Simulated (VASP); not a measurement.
The system is HPbNO4.

```
H Pb N O
1.0
     3.85404    0.14384    0.09012
    -0.25320    5.52698    0.16471
    -0.48197   -1.92720    5.72025
H Pb N O
1 1 1 4
Direct
  0.10913 0.65718 0.54463
  0.61029 0.52127 0.15100
  0.91580 0.96263 0.95867
  0.01384 0.13639 0.88084
  0.72398 0.01057 0.12858
  0.00389 0.73732 0.87043
  0.11927 0.59324 0.37651
```

The cell was built by a generator and needn't be a form met in nature.

Program: VASP 6.6.1. Alike in all runs: task single point; potentials or basis VASP PAW PBE potentials, release 64 (H, Pb_d, N, O); no spin polarisation; cell as given; cutoff (eV) 520; smearing fermi-dirac 0.05 eV.

Q: Order these runs on this cell by their band gap on the k mesh, lowest first.
A. level PBE; k mesh 7 × 5 × 5; mesh quality not flagged
B. level r2SCANh; k mesh 3 × 2 × 2; exchange at q = 0 truncated; grid for exact exchange (PRECFOCK) Fast; mesh quality coarse
C. level B3LYP; k mesh 3 × 2 × 2; exchange at q = 0 truncated; grid for exact exchange (PRECFOCK) Fast; mesh quality coarse

A: A (3.14 eV), B (4.28 eV), C (4.76 eV).

Caveats: some runs use coarse meshes; the standard files for N, O and F lose accuracy on very short bonds; spin-orbit coupling is left out, which as a rule narrows the gap of such compounds by several tenths of an eV; an odd mesh through Γ misses points on the zone boundary, where band edges often lie.
